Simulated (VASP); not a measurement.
A convergence study with VASP on BN (hex): one setting is varied, all else stays as given below, so the limit is that of these other settings.

```
CELL_PARAMETERS angstrom
      1.25200    -2.16853     0.00000
      1.25200     2.16853     0.00000
      0.00000     0.00000     6.66000
ATOMIC_POSITIONS crystal
  B  0.33333 0.66667 0.25000
  B  0.66667 0.33333 0.75000
  N  0.66667 0.33333 0.25000
  N  0.33333 0.66667 0.75000
```

Method: LDA (Ceperley-Alder, Perdew-Zunger), VASP's LDA PAW potentials (set 64) (plane waves; VASP). The tightest run used: 700 eV cut-off, 15×15×5 Monkhorst-Pack mesh, Gaussian smearing of 0.050 eV, potentials B N.

| setting | E (eV/atom) | pressure (GPa) | irreducible k-points |
|---|---|---|---|
| 1×1×1 mesh | -6.5589 | 17.66 | 1 |
| 2×2×1 mesh | -9.8496 | -6.32 | 2 |
| 3×3×1 mesh | -9.5740 | -3.81 | 3 |
| 4×4×1 mesh | -9.6232 | -3.48 | 6 |

Problem. These are the cheaper rows. Estimate the results at 15×15×5 mesh, and how far the last row shown lies from them.

Solution. 
```tsv
quantity	tightest run	last row shown is off by
E (eV/atom)	-9.6462	0.0230
pressure (GPa)	-4.38	0.90
```

Left out are rungs that failed or repeat a setting and relaxations that didn't move; long series are thinned to 24 rows.

The compound is BN in the hex structure. The cell was not relaxed at this level.
